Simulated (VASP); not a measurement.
Computed with PBE GGA, VASP's PBE PAW potentials (set 64) (plane waves; VASP).

VASP ran on this input.

INCAR:
```
SYSTEM = Si
PREC = Accurate
ENCUT = 520
EDIFF = 1E-6
NELM = 100
ALGO = Normal
LREAL = .FALSE.
LASPH = .TRUE.
ISMEAR = 0
SIGMA = 0.05
GGA = PE
LWAVE = .FALSE.
LCHARG = .FALSE.
IBRION = 2
ISIF = 3
NSW = 60
EDIFFG = -0.01
```

### POSCAR
```
Si
1
    0.0000000000     2.7155000000     2.7155000000
    2.7155000000     0.0000000000     2.7155000000
    2.7155000000     2.7155000000     0.0000000000
Si
2
Direct
  0.0000000000   0.0000000000   0.0000000000
  0.2500000000   0.2500000000   0.2500000000
```

KPOINTS:
```
Automatic mesh
0
Gamma
8 8 8
0 0 0
```

POTCAR, in this order: Si (PBE.64 set). Program: vasp_std.

Output of the run:

OSZICAR:
```
       N       E                     dE             d eps       ncg     rms          rms(c)
DAV:   1     0.653447458122E+01    0.65345E+01   -0.31712E+03   464   0.760E+02
DAV:   2    -0.107520796908E+02   -0.17287E+02   -0.16158E+02   728   0.816E+01
DAV:   3    -0.110205041650E+02   -0.26842E+00   -0.26842E+00   592   0.123E+01
DAV:   4    -0.110218386283E+02   -0.13345E-02   -0.13345E-02   728   0.898E-01
DAV:   5    -0.110218451854E+02   -0.65572E-05   -0.65572E-05   608   0.345E-02    0.488E+00
DAV:   6    -0.108967348105E+02    0.12511E+00   -0.82764E-02   568   0.151E+00    0.299E+00
DAV:   7    -0.108397671980E+02    0.56968E-01   -0.15667E-01   592   0.221E+00    0.191E-01
DAV:   8    -0.108408476248E+02   -0.10804E-02   -0.40192E-03   536   0.481E-01    0.732E-02
DAV:   9    -0.108410398657E+02   -0.19224E-03   -0.18819E-04   656   0.109E-01    0.575E-02
DAV:  10    -0.108410665220E+02   -0.26656E-04   -0.32778E-05   560   0.429E-02    0.107E-02
DAV:  11    -0.108410661224E+02    0.39954E-06   -0.55151E-07   640   0.535E-03
   1 F= -.10841066E+02 E0= -.10841066E+02  d E =-.108411E+02
       N       E                     dE             d eps       ncg     rms          rms(c)
DAV:   1    -0.108504845606E+02   -0.94180E-02   -0.26002E-01   560   0.289E+00    0.482E-01
DAV:   2    -0.108460872786E+02    0.43973E-02   -0.37165E-03   576   0.426E-01    0.294E-01
DAV:   3    -0.108437725390E+02    0.23147E-02   -0.48103E-03   552   0.353E-01    0.957E-02
DAV:   4    -0.108437734670E+02   -0.92798E-06   -0.46686E-05   600   0.615E-02    0.835E-02
DAV:   5    -0.108437627145E+02    0.10753E-04   -0.13126E-05   536   0.265E-02    0.165E-02
DAV:   6    -0.108437630238E+02   -0.30930E-06   -0.14486E-07   424   0.361E-03
   2 F= -.10843763E+02 E0= -.10843763E+02  d E =-.269690E-02
       N       E                     dE             d eps       ncg     rms          rms(c)
DAV:   1    -0.108471160682E+02   -0.33534E-02   -0.44047E-02   560   0.120E+00    0.201E-01
DAV:   2    -0.108463836189E+02    0.73245E-03   -0.61686E-04   568   0.173E-01    0.121E-01
DAV:   3    -0.108460088958E+02    0.37472E-03   -0.80331E-04   552   0.145E-01    0.403E-02
DAV:   4    -0.108460099773E+02   -0.10815E-05   -0.77391E-06   584   0.252E-02    0.357E-02
DAV:   5    -0.108460125519E+02   -0.25746E-05   -0.21149E-06   504   0.108E-02    0.798E-03
DAV:   6    -0.108460124349E+02    0.11705E-06   -0.23117E-08   232   0.154E-03
   3 F= -.10846012E+02 E0= -.10846012E+02  d E =-.494631E-02
```

**OUTCAR**
```
------------------------ aborting loop because EDIFF is reached ----------------------------------------
  FORCE on cell =-STRESS in cart. coord.  units (eV):
  Direction    XX          YY          ZZ          XY          YZ          ZX
  --------------------------------------------------------------------------------------
  Total        0.0014060      0.0014060      0.0014060     -0.0000000     -0.0000000      0.0000000
  in kB        0.0550971      0.0550971      0.0550971     -0.0000000     -0.0000000      0.0000000
  external PRESSURE =       0.0550971 kB  Pullay stress =       0.0000000 kB
  volume of cell :       40.88
      direct lattice vectors                 reciprocal lattice vectors
     0.000000000  2.734274515  2.734274515    -0.182863863  0.182863863  0.182863863
     2.734274515 -0.000000000  2.734274515     0.182863863 -0.182863863  0.182863863
     2.734274515  2.734274515  0.000000000     0.182863863  0.182863863 -0.182863863
 POSITION                                       TOTAL-FORCE (eV/Angst)
 -----------------------------------------------------------------------------------
      0.00000      0.00000      0.00000        -0.000000     -0.000000     -0.000000
      1.36714      1.36714      1.36714         0.000000      0.000000      0.000000
 -----------------------------------------------------------------------------------
    total drift:                               -0.000000     -0.000000     -0.000000
  FREE ENERGIE OF THE ION-ELECTRON SYSTEM (eV)
  ---------------------------------------------------
  free  energy   TOTEN  =       -10.8460124349 eV

  energy  without entropy=      -10.8460124349  energy(sigma->0) =      -10.84601243

 reached required accuracy - stopping structural energy minimisation
```
(Selected blocks of OUTCAR.)

File CONTCAR:
```
Si
   1.00000000000000
     0.0000000000000000    2.7342745148753003    2.7342745148753003
     2.7342745148753003   -0.0000000000000000    2.7342745148753003
     2.7342745148753003    2.7342745148753003    0.0000000000000000
  Si
     2
Direct
     0.0000000000000000    0.0000000000000000    0.0000000000000000
     0.2500000000000000    0.2500000000000000    0.2500000000000000
```

Energy and stress use the plane-wave basis of the starting cell.

The compound is Si in the diamond structure. This run relaxes it. Symmetry was kept, so distortions that lower it aren't found.
